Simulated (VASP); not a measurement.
ScF3:

```
Sc F
1.0
     4.02000    0.00000    0.00000
     0.00000    4.02000    0.00000
     0.00000    0.00000    4.02000
Sc F
1 3
Cartesian
  0.0000 0.0000 0.0000
  2.0100 0.0000 0.0000
  0.0000 2.0100 0.0000
  0.0000 0.0000 2.0100
```

The cell was built by a generator and needn't be a form met in nature.

```yaml
Program: VASP 6.6.1
Task: relaxation of cell and atoms
Functional: LDA
Potentials_or_basis: VASP PAW LDA potentials, release 64 (Sc_sv, F)
Cutoff: 600 eV
k_mesh: 6 × 6 × 6
Occupations: gaussian, width 0.01 eV
Spin: no spin polarisation
```

At the start: pressure -3.0 GPa; volume 16.24 Å³/atom.

Task: Where does the relaxation end?

Result: Over 3 steps the energy falls by 4.5 meV/atom and the volume is 15.76 Å³/atom (-2.9 %); space group Pm-3m (No. 221, to 0.05 Å).

Step by step:
| step | energy change (eV) | largest force (eV/Å) | pressure (GPa) | volume (Å³) |
| --- | --- | --- | --- | --- |
| 1 | 0.0000 | 0.0000 | -2.96 | 64.96 |
| 2 | -0.0139 | 0.0000 | 1.53 | 62.18 |
| 3 | -0.0181 | 0.0000 | -0.01 | 63.06 |

Final structure:
```
CELL_PARAMETERS angstrom
3.98031 0.00000 0.00000
0.00000 3.98031 0.00000
0.00000 0.00000 3.98031
ATOMIC_POSITIONS crystal
Sc 0.00000 0.00000 0.00000
F 0.50000 0.00000 0.00000
F 0.00000 0.50000 0.00000
F 0.00000 0.00000 0.50000
```
